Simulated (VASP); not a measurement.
Shape and ions are relaxed at each volume.

Here is the system:

```xyz
2
Lattice="2.8062 0.0000 0.0000 0.0000 2.8062 0.0000 0.0000 0.0000 4.0422" Properties=species:S:1:pos:R:3 pbc="T T T"
Ti     0.0000     0.0000     0.0000
Al     1.4031     1.4031     2.0211
```

These are vdW-DF-cx, VASP's PBE PAW potentials (set 64) (plane waves; VASP 6.6.1) values and carry that method's errors. Numerical set-up: 520 eV cut-off, 13×13×9 Γ-centred mesh, first-order Methfessel-Paxton smearing of 0.10 eV, potentials Ti_sv Al.

Q: Give the energy at these volumes per atom, relative to the lowest: 14.96, 15.44, 15.92, 16.39, 16.87 Å³.

A: 23.3, 5.5, 0.0, 5.1, 19.3 meV/atom. A third-order Birch-Murnaghan fit gives B0 = 118 GPa and B0′ = 3.8.

The compound is TiAl in the L1_0 structure. It was relaxed first.
